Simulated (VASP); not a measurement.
# AgB2 (P6/mmm) in VASP: a series of runs, part 2 of 2

VASP 6.6.1.

### 3 Relaxation of cell and atoms, PBE

This run uses another cell than the first one, of 8.58 Å³/atom, 0.799 times its volume.

INCAR reads:

```
SYSTEM = AgB2
PREC = Accurate ; ENCUT = 600
EDIFF = 1E-6 ; ISMEAR = 0
SIGMA = 0.05 ; LREAL = .FALSE.
LASPH = .TRUE. ; NELM = 100
ALGO = Normal ; ISIF = 3
LWAVE = .FALSE. ; LCHARG = .FALSE.
GGA = PE ; IBRION = 2
NSW = 80 ; EDIFFG = -0.01
```

KPOINTS reads:

```
Automatic mesh
0
G
  10 10 8
  0 0 0
```

POSCAR reads:

```
AgB2
1.0
    3.0197217310      0.0000000000      0.0000000000
   -1.5098608655      2.6151557315      0.0000000000
    0.0000000000      0.0000000000      3.2612976861
Ag B
1 2
Direct
    0.0000000000      0.0000000000      0.0000000000
    0.3333333333      0.6666666667      0.5000000000
    0.6666666667      0.3333333333      0.5000000000
```

Potentials or basis: VASP PAW PBE potentials, release 64 (Ag, B).

Launch:

```console
cat potpaw_PBE.64/Ag/POTCAR potpaw_PBE.64/B/POTCAR > POTCAR
mpirun -np 1 vasp_std > vasp.out
```

OUTCAR:

```text
SYSTEM = AgB2
   PREC = Accurate
   ENCUT = 600
   EDIFF = 1E-6
   ISMEAR = 0
   LREAL = .FALSE.
   LASPH = .TRUE.
   NELM = 100
   ISIF = 3
   GGA = PE
   IBRION = 2
   NSW = 80
   EDIFFG = -0.01

 ion  position               nearest neighbor table
   1  0.000  0.000  0.000-   2 2.39   3 2.39   2 2.39   3 2.39   3 2.39   3 2.39   2 2.39   2 2.39
                             3 2.39   3 2.39   2 2.39   2 2.39
   2  0.333  0.667  0.500-   3 1.74   3 1.74   3 1.74   1 2.39   1 2.39   1 2.39   1 2.39   1 2.39
                             1 2.39
   3  0.667  0.333  0.500-   2 1.74   2 1.74   2 1.74   1 2.39   1 2.39   1 2.39   1 2.39   1 2.39
                             1 2.39

  LATTYP: Found a hexagonal cell.
 ALAT       =     3.0197217310
 C/A-ratio  =     1.0799994094

  Lattice vectors:

 A1 = (   3.0197217310,   0.0000000000,   0.0000000000)
 A2 = (  -1.5098608655,   2.6151557315,   0.0000000000)
 A3 = (   0.0000000000,   0.0000000000,   3.2612976861)

Analysis of symmetry for initial positions (statically):
=====================================================================
 Subroutine PRICEL returns:
 Original cell was already a primitive cell.

 Routine SETGRP: Setting up the symmetry group for a
 hexagonal supercell.

 Subroutine GETGRP returns: Found 24 space group operations
 (whereof 24 operations were pure point group operations)
 out of a pool of 24 trial point group operations.

The static configuration has the point symmetry D_6h.

Analysis of symmetry for dynamics (positions and initial velocities):
=====================================================================
 Subroutine PRICEL returns:
 Original cell was already a primitive cell.

 Routine SETGRP: Setting up the symmetry group for a
 hexagonal supercell.

 Subroutine GETGRP returns: Found 24 space group operations
 (whereof 24 operations were pure point group operations)
 out of a pool of 24 trial point group operations.

The dynamic configuration has the point symmetry D_6h.

 Subroutine INISYM returns: Found 24 space group operations
 (whereof 24 operations are pure point group operations),
 and found     1 'primitive' translations

----------------------------------------------------------------------------------------

                                     Primitive cell

[... 122 lines left out ...]
   LRPA    =     F    only Hartree local field effects (RPA)
 conjugate gradient relaxation of ions
 non-spin polarized calculation
 Gauss-broadening in eV      SIGMA  =   0.05
  energy-cutoff  :      600.00
  volume of cell :       25.75
 maximum number of plane-waves:       875
   NGX = 13   NGY = 13   NGZ = 13

--------------------------------------- Ionic step        1  -------------------------------------------

 number of electron      17.0000000 magnetization

 Free energy of the ion-electron system (eV)
  ---------------------------------------------------
  ext. energy  EPLUGINS =         0.00000000
  ---------------------------------------------------
  free energy    TOTEN  =       -13.41574072 eV

  energy without entropy =      -13.41223910  energy(sigma->0) =      -13.41398991

 E-fermi :  10.3973     XC(G=0): -13.1943

 val. band max:       10.3922417143   @ k =   0.0000   0.0000   0.3750
 cond. band min:      10.4081945136   @ k =   0.1000  -0.0000   0.3750
 fundamental gap:      0.0159527993
 Fermi energy:        10.3973366039

 k-point     1 :       0.0000    0.0000    0.0000
  band No.  band energies     occupation
      1      -3.7749      2.00000
      2       3.4424      2.00000
      3       3.9303      2.00000
      4       3.9303      2.00000
      5       5.4475      2.00000
      6       5.4475      2.00000
      7       7.2745      2.00000
      8      11.4706      0.00000
      9      11.4706      0.00000
     10      15.9945      0.00000
     11      16.0040      0.00000
     12      16.0040      0.00000
[... 449 lines left out ...]
  FREE ENERGIE OF THE ION-ELECTRON SYSTEM (eV)
  ---------------------------------------------------
  free  energy   TOTEN  =       -14.2429909552 eV

  energy  without entropy=      -14.2418941176  energy(sigma->0) =      -14.24244254

[... ionic steps 4 to 8 ...]

--------------------------------------- Ionic step        9  -------------------------------------------

 number of electron      16.9999998 magnetization

------------------------ aborting loop because EDIFF is reached ----------------------------------------
[... 69 lines left out ...]
--------------------------------------- Ionic step       11  -------------------------------------------

 number of electron      16.9999998 magnetization

 Free energy of the ion-electron system (eV)
  ---------------------------------------------------
  ext. energy  EPLUGINS =         0.00000000
  ---------------------------------------------------
  free energy    TOTEN  =       -14.56869853 eV

  energy without entropy =      -14.56800048  energy(sigma->0) =      -14.56834951

 E-fermi :   6.9903     XC(G=0): -11.9841

 val. band max:        6.9628447227   @ k =   0.3000  -0.0000   0.5000
 cond. band min:       6.9929723094   @ k =   0.2000  -0.0000   0.0000
 fundamental gap:      0.0301275867
 Fermi energy:         6.9902613393

 k-point     1 :       0.0000    0.0000    0.0000
  band No.  band energies     occupation
      1      -5.0397      2.00000
      2       1.3652      2.00000
      3       2.2695      2.00000
      4       2.2695      2.00000
      5       3.2037      2.00000
      6       3.2037      2.00000
      7       3.2138      2.00000
      8       8.2050      0.00000
      9       8.2725      0.00000
     10       8.2725      0.00000
     11      14.5839      0.00000
     12      14.5839      0.00000
[... 375 lines left out ...]
  FREE ENERGIE OF THE ION-ELECTRON SYSTEM (eV)
  ---------------------------------------------------
  free  energy   TOTEN  =       -14.5686985348 eV

  energy  without entropy=      -14.5680004752  energy(sigma->0) =      -14.56834951

 reached required accuracy - stopping structural energy minimisation
```

CONTCAR:

```text
AgB2
   1.00000000000000
     3.0167975039476538   -0.0000000000000000    0.0000000000000000
    -1.5083987519738269    2.6126232765836317    0.0000000000000000
    -0.0000000000000000   -0.0000000000000001    4.0840595267059987
  Ag              B
     1     2
Direct
     0.0000000000000000    0.0000000000000000    0.0000000000000000
     0.3333333332999970    0.6666666667000030    0.5000000000000000
     0.6666666667000030    0.3333333332999970    0.5000000000000000

  0.00000000E+00  0.00000000E+00  0.00000000E+00
  0.00000000E+00  0.00000000E+00  0.00000000E+00
  0.00000000E+00  0.00000000E+00  0.00000000E+00
```

Run time: 78 s. Hardware: 1 thread of Intel Xeon Platinum 8375C at 2.90GHz (Ice Lake), shared host; peak memory 0.17 GiB.

Results:

* Free energy: -14.5687 eV
* Relaxed volume: 10.73 Å³/atom
* Relaxed cell: a = 3.017 Å, b = 3.017 Å, c = 4.084 Å, α = 90.00°, β = 90.00°, γ = 120.00°
* Space group after relaxing (to 0.05 Å): P6/mmm (No. 191)
* Energy gained by relaxing: 384.3 meV/atom
* Ionic steps: 11
* Pressure after relaxing: -0.1 GPa
* Band gap on the k mesh: none (metal or under the smearing width)

The path:
| step | energy change (eV) | largest force (eV/Å) | pressure (GPa) | volume (Å³) |
| --- | --- | --- | --- | --- |
| 1 | 0.0000 | 0.0000 | 46.87 | 25.75 |
| 2 | -0.6023 | 0.0000 | -17.99 | 36.22 |
| 3 | -0.8273 | 0.0000 | -3.78 | 31.84 |
| 4 | -1.0549 | 0.0000 | -1.09 | 31.68 |
| 5 | -1.1242 | 0.0000 | 6.14 | 31.21 |
| 6 | -1.1436 | 0.0000 | 3.23 | 31.40 |
| 7 | -1.1438 | 0.0000 | 3.64 | 31.37 |
| 8 | -1.1508 | 0.0000 | -1.58 | 32.56 |
| 9 | -1.1529 | 0.0000 | 0.09 | 32.17 |
| 10 | -1.1529 | 0.0000 | 0.00 | 32.19 |
| 11 | -1.1530 | 0.0000 | -0.06 | 32.19 |

Final structure:
```
CELL_PARAMETERS angstrom
3.01680 0.00000 0.00000
-1.50840 2.61262 0.00000
0.00000 0.00000 4.08406
ATOMIC_POSITIONS crystal
Ag 0.00000 0.00000 0.00000
B 0.33333 0.66667 0.50000
B 0.66667 0.33333 0.50000
```

Levels at points of the mesh, in eV from the Fermi level:
```
           k point  band 6  band 7  band 8  band 9  band 10  band 11
(0.00, 0.00, 0.00)   -3.79   -3.78    1.21    1.28     1.28     7.59
(0.50, 0.00, 0.00)   -3.24   -2.63   -1.64    2.51     2.89     3.91
(0.00, 0.00, 0.50)   -3.91   -3.91    0.99    0.99     7.35     8.72
(0.50, 0.00, 0.50)   -3.23   -2.67   -2.50   -0.36     1.41     6.47
```

Caveat: the volume moved by over 15 % at a fixed basis, so the end points are rough; the volume moved by +25 % from the deposited cell, more than functionals usually miss.

### 4 Single point, PBE

This run uses another cell than the first one: it holds 12 atoms, not 3.

INCAR reads:

```
ALGO     = Fast           # electronic algorithm
EDIFF    = 1E-6           # SCF threshold, eV
ENCUT    = 520            # plane-wave cutoff, eV
GGA      = PE             # functional
ISIF     = 2              # what is computed and relaxed
ISMEAR   = 0              # smearing method
LASPH    = True           # aspherical terms in the spheres
LCHARG   = False          # write CHGCAR
LREAL    = False          # projectors in reciprocal space
LWAVE    = False          # write WAVECAR
NBANDS   = 46             # bands
NELM     = 100            # most SCF steps
PREC     = Accurate       # precision mode
SIGMA    = 0.05           # smearing width, eV
```

KPOINTS reads:

```
k-points
0
Gamma
  3 3 4
```

POSCAR reads:

```
AgB2
1.0
    6.0417356077     -0.0000000001      0.0000000000
   -3.0208678038      5.2322965193      0.0000000000
    0.0000000000      0.0000000000      4.0627521784
Ag B
4 8
Direct
   -0.0002009795      0.0122189176      0.0187648659
   -0.0053350585      0.4997954513      0.0397575321
    0.4903614695     -0.0019251585     -0.0253293815
    0.5169511319      0.5066769420     -0.0202119146
    0.1723521065      0.3288187116      0.4887371695
    0.3270717581      0.1391249516      0.5476553583
    0.1493079880      0.8333990598      0.5209089570
    0.3485596961      0.6425128980      0.4958975865
    0.6819519271      0.3135374675      0.4933633439
    0.8251614355      0.1335090619      0.4553568416
    0.6537834052      0.8224101949      0.4163136036
    0.8240836421      0.6193844306      0.4522362968
```

Launch:

```console
cat potpaw_PBE.64/Ag/POTCAR potpaw_PBE.64/B/POTCAR > POTCAR
mpirun -np 1 vasp_std > vasp.out
```

Run time: 91 s. Hardware: 1 thread of Intel Xeon Platinum 8375C at 2.90GHz (Ice Lake), shared host; peak memory 0.29 GiB.

It converged, with:

* Free energy: -57.2164 eV
* Pressure: 4.2 GPa
* Largest force: 2.308 eV/Å
* Band gap on the k mesh: none (metal or under the smearing width)

Forces on the atoms (eV/Å):
```
Ag   0.424  0.092 -0.856
Ag   0.575  0.136 -1.237
Ag   0.122 -0.159  0.337
Ag  -0.133 -0.073 -0.291
B   -0.102 -1.068  0.699
B   -0.061  1.176 -0.559
B    0.231 -1.593 -0.057
B   -1.130  0.013 -0.202
B   -1.169 -0.923  0.309
B    0.559  0.703  0.381
B    0.960 -0.386  0.519
B   -0.278  2.082  0.956
```

Stress tensor (GPa, compression positive):
```
-2.14  0.17 -1.25
 0.17 10.81 -0.28
-1.25 -0.28  3.87
```

Levels at points of the mesh, in eV from the Fermi level:
| k point | band 30 | band 31 | band 32 | band 33 | band 34 | band 35 | band 36 | band 37 | band 38 | band 39 |
| --- | --- | --- | --- | --- | --- | --- | --- | --- | --- | --- |
| (0.00, 0.00, 0.00) | -1.52 | -1.37 | 0.37 | 0.76 | 1.68 | 1.96 | 2.19 | 2.68 | 2.89 | 3.48 |
| (0.00, 0.00, 0.50) | -2.61 | -2.35 | -0.79 | -0.41 | -0.17 | 0.36 | 1.18 | 1.33 | 1.68 | 2.42 |

Caveat: the k mesh is coarse (spacing up to 0.40 Å⁻¹), so the values aren't converged; forces of over 1 eV/Å show positions far from the minimum, so gaps and moduli don't describe the material at rest.

### 5 Summary

```tsv
task	cell	k mesh	cutoff (eV)	mesh quality	gap on the mesh (eV)	pressure (GPa)
single point	P6/mmm, 10.74 Å³/atom	10 × 10 × 8	520	not flagged	none	-0.1
relaxation of cell and atoms	relaxed	10 × 10 × 8	600	not flagged	none	-0.1
single point	P1, 10.7 Å³/atom	3 × 3 × 4	520	coarse	none	4.2
```

Alike in all rows: level PBE; potentials or basis VASP PAW PBE potentials, release 64 (Ag, B); no spin polarisation; smearing gaussian 0.05 eV.

Caveats: some runs use coarse meshes; the volume moved by over 15 % at a fixed basis, so the end points are rough (some runs); the volume moved by +25 % from the deposited cell, more than functionals usually miss (some runs); forces of over 1 eV/Å show positions far from the minimum, so gaps and moduli don't describe the material at rest (some runs).

Total energies depend on the potentials used, so only differences within one code and one set of settings carry meaning.
